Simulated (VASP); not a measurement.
Given:

```yaml
crystal:
  lattice:
    - [0.00000, 2.35620, 2.35620]
    - [2.35620, 0.00000, 2.35620]
    - [2.35620, 2.35620, 0.00000]
  atoms:
    - { symbol: Li, position: [0.25000, 0.25000, 0.25000] }
    - { symbol: Li, position: [0.75000, 0.75000, 0.75000] }
    - { symbol: O, position: [0.00000, 0.00000, 0.00000] }
```
Cell charge +0.5.

Calculation: PBE GGA, VASP's PBE PAW potentials (set 64) (plane waves; VASP). Settings: NELECT = 11.5, 520 eV cut-off, 7×7×7 Γ-centred mesh, Gaussian smearing of 0.050 eV, potentials Li_sv O.

The cell is charged, with a uniform compensating background.

### Question
Give the stress tensor in GPa (positive for a compressed cell).

### Answer

```
-18.03    0.00    0.00
  0.00  -18.03    0.00
  0.00    0.00  -18.03
```
The pressure is its mean diagonal, -18.03 GPa.

The compound is Li2O in the antifluorite structure. The cell was not relaxed at this level. The k-mesh is coarse (spacing up to 0.33 per Å, 2π included), so the numbers may not be converged in it. The run is one of a series of settings (NELECT = 11.5 against the base run), some of them coarse on purpose.
